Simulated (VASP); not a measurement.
Data:

```xyz
81
Lattice="0.0000 9.5407 9.5407 9.5407 0.0000 9.5407 9.5407 9.5407 0.0000" Properties=species:S:1:pos:R:3 pbc="T T T"
Mg     1.5901     1.5901     1.5901
Mg     4.7704     4.7704     4.7704
Mg     4.7704     4.7704     1.5901
Mg     7.9506     7.9506     4.7704
Mg     7.9506     7.9506     1.5901
Mg    11.1308    11.1308     4.7704
Mg     4.7704     1.5901     4.7704
Mg     7.9506     4.7704     7.9506
Mg     7.9506     4.7704     4.7704
Mg    11.0964     7.9842     4.7480
Mg    14.3111    11.1308     7.9506
Mg     7.9506     1.5901     7.9506
Mg    11.1308     4.7704    11.1308
Mg    11.1243     4.7215     7.9259
Mg    14.3111     7.9506    11.1308
Mg    14.3565     7.9217     8.0004
Mg    17.4913    11.1308    11.1308
Mg     1.5901     4.7704     4.7704
Mg     4.7704     7.9506     7.9506
Mg     4.7704     7.9506     4.7704
Mg     7.9506    11.1308     7.9506
Mg     7.9506    11.1308     4.7704
Mg    11.1308    14.3111     7.9506
Mg     4.7704     4.7704     7.9506
Mg     7.9506     7.9506    11.1308
Mg     7.9238     7.9112     7.9187
Mg    11.1308    11.1308    11.1308
Mg    11.1004    11.1209     7.9211
Mg    14.3111    14.3111    11.1308
Mg     7.9506     4.7704    11.1308
Mg    11.1308     7.9506    14.3111
Mg    11.1332     7.9420    11.1161
Mg    14.3111    11.1308    14.3111
Mg    14.3111    11.1308    11.1308
Mg    17.4913    14.3111    14.3111
Mg     1.5901     7.9506     7.9506
Mg     4.7704    11.1308    11.1308
Mg     4.7704    11.1308     7.9506
Mg     7.9506    14.3111    11.1308
Mg     7.9506    14.3111     7.9506
Mg    11.1308    17.4913    11.1308
Mg     4.7704     7.9506    11.1308
Mg     7.9506    11.1308    14.3111
Mg     7.9506    11.1308    11.1308
Mg    11.1308    14.3111    14.3111
Mg    11.1308    14.3111    11.1308
Mg    14.3111    17.4913    14.3111
Mg     7.9506     7.9506    14.3111
Mg    11.1308    11.1308    17.4913
Mg    11.1308    11.1308    14.3111
Mg    14.3111    14.3111    17.4913
Mg    14.3111    14.3111    14.3111
Mg    17.4913    17.4913    17.4913
Si     0.0000     0.0000     0.0000
Si     3.1802     3.1802     0.0000
Si     6.3605     6.3605     0.0000
Si     3.1802     0.0000     3.1802
Si    11.1524     7.9295     7.9524
Si     6.3605     3.1802     3.1802
Si     9.5407     6.3605     3.1802
Si     6.3605     0.0000     6.3605
Si     9.5407     3.1802     6.3605
Si    12.6749     6.3754     6.3210
Si     0.0000     3.1802     3.1802
Si     3.1802     6.3605     3.1802
Si     6.3605     9.5407     3.1802
Si     3.1802     3.1802     6.3605
Si     6.3605     6.3605     6.3605
Si     9.5504     9.4966     6.3758
Si     6.3605     3.1802     9.5407
Si     9.5778     6.3838     9.5097
Si    12.7069     9.5282     9.5420
Si     0.0000     6.3605     6.3605
Si     3.1802     9.5407     6.3605
Si    15.9012    12.7210    15.9012
Si     3.1802     6.3605     9.5407
Si     6.3605     9.5407     9.5407
Si     9.5407    12.7210     9.5407
Si     6.3605     6.3605    12.7210
Si     9.5407     9.5407    12.7210
Si    12.7210    12.7210    12.7210
```

The numbers are results of PBE GGA, VASP's PBE PAW potentials (set 64) (plane waves; VASP), not measurements. Run with PREC = Normal, LREAL = Auto, ISYM = 0, EDIFF = 1E-5, 400 eV cut-off, 1×1×1 Γ-centred mesh, Gaussian smearing of 0.050 eV, potentials Mg Si.

The supercell is sampled at Γ alone, which is coarse: total energies, pressure and levels can be off, energies of defects by several tenths of an eV.

Task: The ions are relaxed. Give the cell that the relaxation ends in.

Result: 
```xyz
81
Lattice="0.0000 9.5407 9.5407 9.5407 0.0000 9.5407 9.5407 9.5407 0.0000" Properties=species:S:1:pos:R:3 pbc="T T T"
Mg     1.5914     1.5905     1.5892
Mg     4.7621     4.7696     4.7719
Mg     4.7707     4.7678     1.5883
Mg     7.9700     7.9511     4.7921
Mg     7.9505     7.9493     1.5888
Mg    11.1247    11.1059     4.7927
Mg     4.7696     1.5872     4.7704
Mg     7.9744     4.7904     7.9519
Mg     7.9484     4.7669     4.7678
Mg    11.1292     7.9495     4.7666
Mg    14.2863    11.1057     7.9559
Mg     7.9493     1.5878     7.9494
Mg    11.1271     4.7933    11.1034
Mg    11.1321     4.7656     7.9443
Mg    14.2885     7.9536    11.1069
Mg    14.3122     7.9473     7.9492
Mg    17.4964    11.1265    11.1268
Mg     1.5890     4.7698     4.7691
Mg     4.7717     7.9478     7.9496
Mg     4.7677     7.9485     4.7699
Mg     7.9732    11.1037     7.9457
Mg     7.9315    11.1489     4.7511
Mg    11.1307    14.3051     7.9492
Mg     4.7684     4.7672     7.9494
Mg     7.9772     7.9439    11.1037
Mg     7.9484     7.9465     7.9478
Mg    11.1369    11.1052    11.1053
Mg    11.1281    11.1252     7.9487
Mg    14.3075    14.3159    11.1246
Mg     7.9322     4.7512    11.1484
Mg    11.1299     7.9498    14.3064
Mg    11.1309     7.9483    11.1275
Mg    14.3056    11.1255    14.3153
Mg    14.3307    11.1499    11.1498
Mg    17.4965    14.3154    14.3147
Mg     1.5900     7.9489     7.9497
Mg     4.7675    11.1262    11.1268
Mg     4.7702    11.1294     7.9510
Mg     7.9542    14.3109    11.1272
Mg     7.9509    14.3082     7.9507
Mg    11.1309    17.4918    11.1313
Mg     4.7710     7.9513    11.1317
Mg     7.9527    11.1241    14.3132
Mg     7.9501    11.1282    11.1303
Mg    11.1329    14.3337    14.3306
Mg    11.1291    14.3099    11.1282
Mg    14.2861    17.4876    14.3338
Mg     7.9494     7.9505    14.3099
Mg    11.1294    11.1306    17.4899
Mg    11.1295    11.1295    14.3082
Mg    14.2880    14.3346    17.4862
Mg    14.3308    14.2915    14.2885
Mg    17.4895    17.4891    17.4916
Si    19.0809    19.0807    19.0807
Si    12.7197    12.7188    19.0784
Si    15.9020    15.9015    19.0795
Si    12.7184     9.5401     3.1785
Si    11.1310     7.9489     7.9466
Si     6.3586    12.7181    12.7202
Si     9.5393    15.9021    12.7167
Si    15.9018     9.5383     6.3637
Si     9.5413    12.7166    15.9001
Si    12.6068     6.4726     6.4679
Si    19.0784    12.7211    12.7191
Si    12.7187     6.3602    12.7185
Si    15.9009     9.5435    12.7201
Si    12.7169    12.7179     6.3616
Si     6.3570     6.3569     6.3615
Si     9.6515     9.4246     6.4695
Si    15.9022    12.7193     9.5436
Si     9.6560     6.4717     9.4220
Si    12.6083     9.4243     9.4253
Si     9.5405    15.9010     6.3616
Si     3.1785     9.5392     6.3608
Si    15.9014    12.7210    15.8960
Si    12.7196    15.9004     9.5392
Si     6.3584     9.5369     9.5384
Si     9.5413    12.7184     9.5372
Si    15.9027    15.8968    12.7202
Si     9.5424     9.5377    12.7205
Si    12.7257    12.7207    12.7185
```

Task: How much energy does the relaxation gain?

Result: The energy (σ→0) changes by -3.3 meV/atom, in 9 ionic steps.

```csv
step,E(σ→0) (eV),max force (eV/Å),pressure (GPa),volume (Å³)
1,-230.1605,0.726,-0.03,1736.90
2,-230.2498,0.563,-0.03,1736.90
3,-230.3805,0.191,-0.02,1736.90
4,-230.3824,0.167,-0.01,1736.90
5,-230.4065,0.093,-0.01,1736.90
6,-230.4151,0.060,0.00,1736.90
7,-230.4212,0.045,-0.01,1736.90
8,-230.4229,0.036,-0.01,1736.90
9,-230.4243,0.017,-0.01,1736.90
```

The cell is a supercell with a defect, built from a database entry that may be metastable or hypothetical: Si_Mg. The run is not spin-polarised, so no state with unpaired spins was tried.
